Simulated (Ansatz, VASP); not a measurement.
## Cross-check of GeSO between VASP and Ansatz

One calculation is typed for both programs; each brings its own data sets. How far apart do they land? The structure shown is the start of the Ansatz relaxation below; VASP solves that cell, so the two are compared at the walk's first step.

Calculated with Ansatz 0.2.0; plane waves, with VASP 6.6.1 beside it; single point at LDA.

## (1) Set-up

The cell holds 3 atoms: 1 Ge, 1 O and 1 S. Its edges and angles: a = 2.986 Å, b = 2.986 Å, c = 32.100 Å, α = 90.0°, β = 90.0°, γ = 120.0°. Vacuum lies along c.

## (2) Ansatz: relaxation, LDA

Ansatz runs on its PAW soft_1 files.

The two programs are compared at the cell with which this relaxation starts, whose forces are those of its first step.

Contents of input.yaml:

```yaml
crystal:
  lattice:
    - [2.985621, 0.0, 0.0]
    - [-1.4928105, 2.5856236321, 0.0]
    - [0.0, 0.0, 32.1]
  atoms:
    - { symbol: Ge, position: [0.0, 0.0, 0.5] }
    - { symbol: O, position: [0.3333333333, 0.6666666667, 0.5377935] }
    - { symbol: S, position: [0.6666666667, 0.3333333333, 0.4622065] }
  periodic: [true, true, false]
kpoints:
  mp_grid: { grid: [9, 9, 1] }
hamiltonian:
  xc: lda
  pseudopotentials: { kind: paw, azcp: { folder: soft_1 }, xc_functional: pbe }
scf:
  occupations: { method: fermi_dirac, width: 0.02 }
relax:
  f_tol: 0.01
  max_steps: 100
  cell: {}
```

Command:

```bash
ansatz run input.yaml --threads 4 --pin off --max-ram 17510MiB --backend cpu --events-out ev --progress --plain --runs-dir out
```

Numbers of over 12 decimals in the logs are rounded to 6 here.

The log of the run:

```text
Engine: ansatz 0.2.0, aarch64-unknown-linux-gnu
Pseudopotentials: kind: paw
Pseudopotential: Ge, paw, valence charge 14, recommended cutoff 420 eV (normal), soft_1/Ge.paw.azcp
Pseudopotential: O, paw, valence charge 6, recommended cutoff 420 eV (normal), soft_1/O.paw.azcp
Pseudopotential: S, paw, valence charge 6, recommended cutoff 420 eV (normal), soft_1/S.paw.azcp
Functional definition: SPW92
  exchange = slater_x
  correlation = pw_c
Crystal: 3 atoms, lattice volume = 247.802 Å³
Basis set: ecut = 420 eV, 4727 PW (Γ)
Bands: 17, of which v1, the nominal top of the filled ones, is band 13 counted from 1 (12 counted from 0)
Symmetry: 6 space group operations
Space group: P3m1 (ITA 156), of the structure as read, at distance tolerance 6.3e-5 Å
k-points: 12 of 81 (time reversal used)
Non-local potential: Ge, projectors of the file, l = 0: 2, l = 1: 2, l = 2: 3, l = 3: 1
Non-local potential: O, projectors of the file, l = 0: 2, l = 1: 2, l = 2: 1
Non-local potential: S, projectors of the file, l = 0: 2, l = 1: 2, l = 2: 1
PAW form: soft (Blöchl's): semilocal exchange-correlation on the pseudo side does not see the compensation charge
PAW frozen core: Ge, regenerated for the run's functional, and the local potential with it (the file was generated under x = pbe(κ = 0.804, μ = 0.219515), c = pbe(β = 0.066725))
PAW frozen core: O, regenerated for the run's functional, and the local potential with it (the file was generated under x = pbe(κ = 0.804, μ = 0.219515), c = pbe(β = 0.066725))
PAW frozen core: S, regenerated for the run's functional, and the local potential with it (the file was generated under x = pbe(κ = 0.804, μ = 0.219515), c = pbe(β = 0.066725))
PAW one-centre angular grid: Ge, 590 points (default); XC on 64 Gauss nodes
PAW one-centre angular grid: O, 110 points (default); XC on 64 Gauss nodes
PAW one-centre angular grid: S, 110 points (default); XC on 64 Gauss nodes
Initial density: superposition of atomic densities (neutral atoms: chi_scale 0, normalization atom)
Initial wavefunctions: pseudopotential atomic-orbital guess
Functional: x = slater, c = lda
SCF iter   1: F=—  HF=-5640.155576 eV  |F-HF|=—  |Δ(HF+E_count)|=         —  Δρ=4.63e-2  dr2=8.84e0  ethr=3.10e-3  ⟨swp⟩=16.9  Hψ=2207  notcnv=0
preconditioner: auto → Resta (q_TF=auto, 1.874 Å⁻¹)  ε∞=1.4  [insulator: Δε(μ)=1.949 eV  Ē_g=19.515 eV  σ=0.020 eV  W_gap=1.00  n_scr=18 (ndim 8)  ℏωp=12.0 eV  f_vac=0.808  D(μ)=0.00/eV (n_scr^D=0)  ε∞_Penn≈1.4  vacuum switching on, ρ_ref=2.8e-2 e/Å³]
SCF iter   2: F=—  HF=-5643.798081 eV  |F-HF|=—  |Δ(HF+E_count)|=    3.64e0  Δρ=1.02e-1  dr2=9.56e1  ethr=3.10e-3  ⟨swp⟩=8.1  Hψ=872  notcnv=0  recentre
preconditioner: auto → LDOS  [insulator: Δε(μ)=0.204 eV  Ē_g=17.794 eV  σ=0.020 eV  W_gap=0.58  n_scr=18 (ndim 8)  ℏωp=12.0 eV  f_vac=0.814  D(μ)=4.08/eV (n_scr^D=16)  ε∞_Penn≈1.5  β→1.0]
SCF iter   3: F=—  HF=-5639.215316 eV  |F-HF|=—  |Δ(HF+E_count)|=    4.58e0  Δρ=2.98e-2  dr2=3.76e0  ethr=3.10e-3  ⟨swp⟩=6.4  Hψ=849  notcnv=0
SCF iter   4: F=—  HF=-5638.654166 eV  |F-HF|=—  |Δ(HF+E_count)|=   5.61e-1  Δρ=8.86e-3  dr2=6.14e-1  ethr=3.10e-3  ⟨swp⟩=3.5  Hψ=491  notcnv=0
SCF iter   5: F=—  HF=-5638.565114 eV  |F-HF|=—  |Δ(HF+E_count)|=   8.91e-2  Δρ=2.38e-3  dr2=5.87e-2  ethr=2.36e-3  ⟨swp⟩=4.5  Hψ=495  notcnv=0
SCF iter   6: F=—  HF=-5638.559128 eV  |F-HF|=—  |Δ(HF+E_count)|=   5.99e-3  Δρ=1.03e-3  dr2=1.31e-2  ethr=2.26e-4  ⟨swp⟩=3.8  Hψ=439  notcnv=0
SCF iter   7: F=—  HF=-5638.558510 eV  |F-HF|=—  |Δ(HF+E_count)|=   6.18e-4  Δρ=3.60e-4  dr2=1.16e-3  ethr=5.05e-5  ⟨swp⟩=4.8  Hψ=412  notcnv=0
SCF iter   8: F=—  HF=-5638.558533 eV  |F-HF|=—  |Δ(HF+E_count)|=   2.32e-5  Δρ=7.83e-5  dr2=1.08e-4  ethr=4.45e-6  ⟨swp⟩=4.2  Hψ=446  notcnv=0
SCF iter   9: F=—  HF=-5638.558527 eV  |F-HF|=—  |Δ(HF+E_count)|=   5.77e-6  Δρ=2.45e-5  dr2=6.71e-6  ethr=4.14e-7  ⟨swp⟩=3.3  Hψ=453  notcnv=0
SCF iter  10: F=—  HF=-5638.558570 eV  |F-HF|=—  |Δ(HF+E_count)|=   4.23e-5  Δρ=7.07e-6  dr2=3.34e-7  ethr=2.58e-8  ⟨swp⟩=2.8  Hψ=426  notcnv=0
SCF iter  11: F=-5638.558570 eV  HF=-5638.558570 eV  |F-HF|=8.20e-9  |Δ(HF+E_count)|=   1.14e-7  Δρ=1.77e-6  dr2=9.63e-9  ethr=3.85e-10  ⟨swp⟩=8.2  Hψ=1114  notcnv=0
SCF 1 converged in 11 iterations: F = -5638.558570 eV  dr2 = 9.63e-9
  greatest PAW one-centre occupation: 0.999 electrons in one spin orbital (limit 2), on the Ge atom at site 0 (counted from 0), in its partial waves of l = 2
relax step   1: F+E_penalty+E_count = -5638.55856964 eV  Δ(F+E_penalty+E_count) = +0.000e0 eV  max|allowed force component| = 8.588e0 eV/Å  Δτ_max = 0.0000 Å  P = +14.356 N/m  Ω = 247.802 Å³  fix = [c, alpha, beta]  reactions: c +0.000 N/m  (11 SCF iters, dr2 threshold 1.00e-7 eV, accepted)
[...]
relax step   6: F+E_penalty+E_count = -5639.83606792 eV  Δ(F+E_penalty+E_count) = -1.310e-2 eV  max|allowed force component| = 5.199e-3 eV/Å  Δτ_max = 0.0000 Å  P = +0.254 N/m  Ω = 270.526 Å³  fix = [c, alpha, beta]  reactions: c +0.000 N/m  stress off target by 2.54e-1 N/m on what of the cell is left free  SCF on the basis re-selected at this cell (its energy is not comparable with the rows above)  (8 SCF iters)
[...]
relax step   7: F+E_penalty+E_count = -5639.83600735 eV  Δ(F+E_penalty+E_count) = +6.057e-5 eV  max|allowed force component| = 4.884e-4 eV/Å  Δτ_max = 0.0017 Å  P = +0.024 N/m  Ω = 271.345 Å³  energy of the carried Pulay correction = -2.821e-4 eV  fix = [c, alpha, beta]  reactions: c +0.000 N/m  (5 SCF iters, dr2 threshold 1.05e-7 eV, accepted)
[...]
relax step   8: F+E_penalty+E_count = -5639.83633505 eV  Δ(F+E_penalty+E_count) = -3.277e-4 eV  max|allowed force component| = 4.179e-4 eV/Å  Δτ_max = 0.0000 Å  P = +0.026 N/m  Ω = 271.345 Å³  fix = [c, alpha, beta]  reactions: c +0.000 N/m  stress off target by 2.55e-2 N/m on what of the cell is left free  SCF on the basis re-selected at this cell (its energy is not comparable with the rows above)  (8 SCF iters)
basis re-selected at this cell: Δ(F+E_penalty+E_count) = -3.277e-4 eV, ΔP = +0.002 N/m vs the last step (what re-selecting the basis moved, of the pressure what is left beyond the Pulay correction that the steps carried, after the strain that the cell walked since its last selection, with what the two solves' SCF thresholds leave and, on support functions, any second-order correction that the steps lacked; it is no m [...]
SCF converged after 8 iterations
Free energy (F): -5639.836335 eV
Harris-Foulkes:  -5639.836335 eV  (|F-HF|=3.55e-11)
Internal energy: -5639.836335 eV  (E = F + TS)
E sigma→0 (E₀):  -5639.836335 eV
Entropy (-TS):   -0.000000 eV (-0.000 meV/atom)
Fermi energy:    -5.847096 eV
--- Per-component energies (eV) ---
  E_band       = -530.388256
  E_kinetic    = 368.487160
  E_local      = -52802.363828  (includes V_loc(G=0)·N_el)
  E_nonlocal   = 317.077145
  E_hartree    = 26092.968414
  E_xc         = -229.191071
  E_vxc        = -238.338845  (∫ρ·V_xc dr)
  E_paw        = -2669.542679  (= ΣΔE_a)
  E_vpaw       = -361.187435  (= ΣTr[D̂ρ^β])
  E_aug_tail   = 0.000782  (compensation charges beyond the density's cutoff)
  E_ewald      = 23280.569296
  E_core_change = 2.158446  (= ΣΔE_core)
  E_smearing   = -0.000000  (= −TS)
  E_closure    = -0.000000  (closes the sum)
  Σ components = -5639.836335   (vs F -5639.836335, Δ=0.00e0)
--- Forces (eV/Å), atoms counted from 1 ---
  atom   1  Ge     0.00000000     0.00000000     0.00048620
  atom   2  O      0.00000000     0.00000000     0.00070479
  atom   3  S      0.00000000    -0.00000000    -0.00003137
  max |Σ_I F_I| component: 1.16e-3 eV/Å
--- 2D stress c σ (N/m, compression-positive) ---
        0.025526      -0.000000       0.000000
       -0.000000       0.025526      -0.000000
        0.000000      -0.000000       0.000000
  P = ½ c Tr σ = 0.0255 N/m
--- Relaxed structure (6 steps of the walk, 6 accepted, 2 SCFs on fresh bases) ---
  F+E_penalty+E_count = -5639.83633505 eV   max|allowed force component| = 4.179e-4 eV/Å   (the final SCF, on the basis selected at the relaxed cell)
  cell:  # Å, volume = 271.3446 Å³
    - [3.124228, 0, 0]
    - [-1.562114, 2.705661, 0]
    - [0, 0, 32.1]
  atoms:
    - { symbol: Ge, position: [0, 0, 0.505359] }
    - { symbol: O, position: [0.333333, 0.666667, 0.533590] }
    - { symbol: S, position: [0.666667, 0.333333, 0.461050] }
```

## (3) VASP: single point, LDA, start cell

The same cell, functional (in two slightly different forms), mesh and smearing now go to VASP, with its own data sets.

Lines of VASP's logs that name or quote its potential files are left out, and so is its time.

Contents of INCAR:

```
SYSTEM = GeSO
PREC = Accurate
ENCUT = 520
EDIFF = 1E-06
NELM = 120
ISMEAR = -1
SIGMA = 0.02
LREAL = .FALSE.
ALGO = Normal
GGA = CA
NBANDS = 19
LORBIT = 11
LWAVE = .FALSE.
LCHARG = .FALSE.
ISIF = 2
LDIPOL = .TRUE.
IDIPOL = 3
DIPOL = 0.5 0.5 0.5
LVHAR = .TRUE.
LASPH = .TRUE.
GGA_COMPAT = .FALSE.
EFERMI = MIDGAP
NELMDL = -8
```

Contents of POSCAR:

```
GeSO
1.0
    2.9856210000      0.0000000000      0.0000000000
   -1.4928110000      2.5856240000      0.0000000000
    0.0000000000      0.0000000000     32.1000000000
Ge O S
1 1 1
Direct
    0.0000000000      0.0000000000      0.5000000000
    0.3333333805      0.6666665377      0.5377934891
    0.6666669544      0.3333334623      0.4622065109
```

Contents of KPOINTS:

```
Automatic mesh
0
Gamma
9 9 1
0 0 0
```

Potentials, in the order of the species: Ge_d, O and S (LDA family, release 64).

Command:

```bash
mpirun -np 1 vasp_std
```

The log of the run:

```text
[banner, memory and clock lines left out]
running    1 mpi-ranks, on    1 nodes
 distrk:  each k-point on    1 cores,    1 groups
 distr:  one band on    1 cores,    1 groups

 POSCAR found type information on POSCAR GeO S
 POSCAR found :  3 types and       3 ions
 LDA part: xc-table for (Slater(with rela. corr.)+CA(PZ))
 , standard interpolation
 POSCAR, INCAR and KPOINTS ok, starting setup
 FFT: planning ... GRIDC
 FFT: planning ... GRID_SOFT
 FFT: planning ... GRID
 WAVECAR not read
 entering main loop
       N       E                     dE             d eps       ncg     rms          rms(c)
DAV:   1     0.241859784319E+03    0.24186E+03   -0.11819E+04   499   0.138E+03
DAV:   2     0.171242524124E+02   -0.22474E+03   -0.21233E+03   617   0.304E+02
DAV:   3    -0.170547179700E+02   -0.34179E+02   -0.34101E+02   621   0.135E+02
DAV:   4    -0.180384678754E+02   -0.98375E+00   -0.98288E+00   642   0.288E+01
DAV:   5    -0.180768727871E+02   -0.38405E-01   -0.38401E-01   711   0.509E+00
DAV:   6    -0.180773902331E+02   -0.51745E-03   -0.51740E-03   738   0.493E-01
DAV:   7    -0.180774091984E+02   -0.18965E-04   -0.18965E-04   703   0.829E-02
DAV:   8    -0.180774101760E+02   -0.97766E-06   -0.97764E-06   719   0.173E-02    0.145E+01
DAV:   9    -0.164926422240E+02    0.15848E+01   -0.16727E+01   623   0.344E+01    0.885E+00
DAV:  10    -0.162602113261E+02    0.23243E+00   -0.40496E+00   591   0.116E+01    0.498E+00
DAV:  11    -0.161757224657E+02    0.84489E-01   -0.11601E+00   593   0.676E+00    0.150E+00
DAV:  12    -0.161774587543E+02   -0.17363E-02   -0.65364E-02   585   0.198E+00    0.818E-01
DAV:  13    -0.161709601057E+02    0.64986E-02   -0.32473E-02   644   0.151E+00    0.270E-01
DAV:  14    -0.161711464926E+02   -0.18639E-03   -0.65674E-03   621   0.545E-01    0.145E-01
[...]
DAV:  19    -0.161726689455E+02   -0.32806E-03   -0.67865E-05   494   0.273E-02    0.545E-03
DAV:  20    -0.161727050876E+02   -0.36142E-04   -0.36332E-06   551   0.993E-03    0.451E-03
DAV:  21    -0.161727610384E+02   -0.55951E-04   -0.27594E-06   475   0.665E-03    0.256E-03
DAV:  22    -0.161727754629E+02   -0.14424E-04   -0.53243E-07   518   0.360E-03    0.202E-03
DAV:  23    -0.161727817040E+02   -0.62411E-05   -0.12148E-07   515   0.273E-03    0.148E-03
DAV:  24    -0.161727845707E+02   -0.28667E-05   -0.60937E-08   498   0.140E-03    0.111E-03
DAV:  25    -0.161727857847E+02   -0.12140E-05   -0.16491E-08   468   0.124E-03    0.216E-04
DAV:  26    -0.161727864129E+02   -0.62815E-06   -0.13337E-08   474   0.722E-04
   1 F= -.16172786E+02 E0= -.16172786E+02  d E =0.000000E+00
```

From OUTCAR (step 3):

```text
ion  position               nearest neighbor table
   1  0.000  0.000  0.500-   2 2.11   3 2.11   2 2.11   3 2.11   3 2.11   2 2.11
   2  0.333  0.667  0.538-   1 2.11   1 2.11   1 2.11
   3  0.667  0.333  0.462-   1 2.11   1 2.11   1 2.11

  LATTYP: Found a hexagonal cell.
 ALAT       =     2.9856210000
 C/A-ratio  =    10.7515320933

 Subroutine GETGRP returns: Found  6 space group operations
 (whereof  6 operations were pure point group operations)

The static configuration has the point symmetry C_3v.

 Found     12 irreducible k-points:

   k-points           NKPTS =     12   k-points in BZ     NKDIM =     12   number of bands    NBANDS=     19

   dimension x,y,z NGX =    24 NGY =   24 NGZ =  240
   dimension x,y,z NGXF=    48 NGYF=   48 NGZF=  480

   ENCUT  =  520.0 eV  38.22 Ry    6.18 a.u.   5.55  5.55 59.68*2*pi/ulx,y,z

   NELECT =      26.0000    total number of electrons

 k-points in reciprocal lattice and weights: Automatic mesh
   0.00000000  0.00000000  0.00000000       0.012
   0.11111111 -0.00000000  0.00000000       0.074
   0.22222222 -0.00000000  0.00000000       0.074
   0.33333333  0.00000000  0.00000000       0.074
   0.44444444 -0.00000000  0.00000000       0.074
   0.11111111  0.11111111  0.00000000       0.074
   0.22222222  0.11111111  0.00000000       0.148
   0.33333333  0.11111111  0.00000000       0.148
   0.44444444  0.11111111  0.00000000       0.074
   0.22222222  0.22222222  0.00000000       0.074
   0.33333333  0.22222222  0.00000000       0.148
   0.33333333  0.33333333  0.00000000       0.025

 dipolmoment           0.000000      0.000000      0.153423 electrons x Angstroem

 average (electrostatic) potential at core
       1 -85.3177       2 -80.2524       3 -97.2843

 E-fermi :  -4.6455

 k-point     1 :       0.0000    0.0000    0.0000
  band No.  band energies     occupation
    ...
      9      -6.8012      2.00000
     10      -6.1900      2.00000
     11      -6.1900      2.00000
     12      -5.6836      2.00000
     13      -5.6836      2.00000
     14      -2.5468      0.00000
     15      -0.0655      0.00000
     16       0.4614      0.00000
     17       0.5160      0.00000
     18       1.1167      0.00000
    ...

 k-point     2 :       0.1111   -0.0000    0.0000
  band No.  band energies     occupation
    ...
      9      -7.5526      2.00000
     10      -6.7254      2.00000
     11      -6.7025      2.00000
     12      -6.4189      2.00000
     13      -5.6516      2.00000
     14      -2.0100      0.00000
     15      -0.0257      0.00000
     16       0.3676      0.00000
     17       0.7714      0.00000
     18       1.4802      0.00000
    ...

 k-point     3 :       0.2222   -0.0000    0.0000
  band No.  band energies     occupation
    ...
      9     -10.0603      2.00000
     10      -7.6061      2.00000
     11      -7.5880      2.00000
     12      -6.5199      2.00000
     13      -5.7845      2.00000
     14      -1.7112      0.00000
     15      -0.5255      0.00000
     16       0.7625      0.00000
     17       1.4937      0.00000
     18       2.0421      0.00000
    ...

  Total        7.0081738      7.0081758      2.1804782     -0.0000014     -0.0000000      0.0000000
  in kB       45.3117010     45.3117139     14.0979915     -0.0000088     -0.0000000      0.0000000
  external PRESSURE =      34.9071354 kB  Pullay stress =       0.0000000 kB

  energy-cutoff  :      520.00
  volume of cell :      247.80
      direct lattice vectors                 reciprocal lattice vectors
     2.985621000  0.000000000  0.000000000     0.334938694  0.193376983  0.000000000
    -1.492811000  2.585624000  0.000000000     0.000000000  0.386753836  0.000000000
     0.000000000  0.000000000 32.100000000     0.000000000  0.000000000  0.031152648

 POSITION                                       TOTAL-FORCE (eV/Angst)
 -----------------------------------------------------------------------------------
      0.00000      0.00000     16.05000         0.000000     -0.000000      8.549010
      0.00000      1.72375     17.26317        -0.000000      0.000000     -3.363372
      1.49281      0.86188     14.83683         0.000000      0.000000     -5.185639
 -----------------------------------------------------------------------------------
    total drift:                               -0.000663      0.000234      0.000061

  FREE ENERGIE OF THE ION-ELECTRON SYSTEM (eV)
  ---------------------------------------------------
  free  energy   TOTEN  =       -16.1727864129 eV

  energy  without entropy=      -16.1727864129  energy(sigma->0) =      -16.17278641

 vacuum level on the upper side and lower side of the slab         3.844         0.248

 total charge
# of ion       s       p       d       tot
------------------------------------------
    1        1.023   1.299  10.356  12.678
    2        1.585   3.264   0.000   4.849
    3        1.364   2.566   0.000   3.930
--------------------------------------------------
tot          3.971   7.129  10.356  21.456

[... 3 further parts left out ...]
```

## (4) Differences

Known differences besides the potentials themselves: the two LDA forms differ slightly; Ansatz cuts the interaction across the vacuum, VASP repeats the sheet with a dipole correction; the cutoff is 420 eV in Ansatz and 520 eV in VASP; VASP's log shows a relativistic correction to its local exchange, Ansatz's none. Total energies have different zeros and are not compared.

Forces (eV/Å; atoms numbered as in POSCAR):

| atom | Ansatz x, y, z | VASP x, y, z |
| --- | --- | --- |
| Ge1 | 0.000, 0.000, 8.588 | 0.000, 0.000, 8.549 |
| O2 | 0.000, 0.000, -3.419 | 0.000, 0.000, -3.363 |
| S3 | 0.000, 0.000, -5.168 | 0.000, 0.000, -5.186 |

The forces differ by 23 meV/Å r.m.s., which is 0.7 % of the r.m.s. force of 3.516 eV/Å (both taken over all components). With vacuum in the cell, a pressure given here is an average over mostly empty space and none of the material.

## (5) Results

| Item | Value |
| --- | --- |
| r.m.s. force difference (single point, LDA, start cell) | 0.67 % of the r.m.s. force |

What this shows: The r.m.s. force difference is 0.67 % of the r.m.s. force (single point, LDA, start cell), within the 3 % picked in this series as the mark of a large difference. 1 further run of this series is not shown here. Such differences can come from data sets, numerical settings and the points named under the comparisons, not from the functional's error against experiment.

[Lines on the potential files, build, host, timing and source positions are cut from VASP's logs without a mark.]

[Logs are printed without paths, hosts, clocks, repeated set-up lines and the standing remarks that a program may print on its own settings, such as how far it seeks lower states.]

[Hosts, paths, dates, database ids (printed as entryN), source tags and the programs' standing remarks are cut or masked in the printed files.]
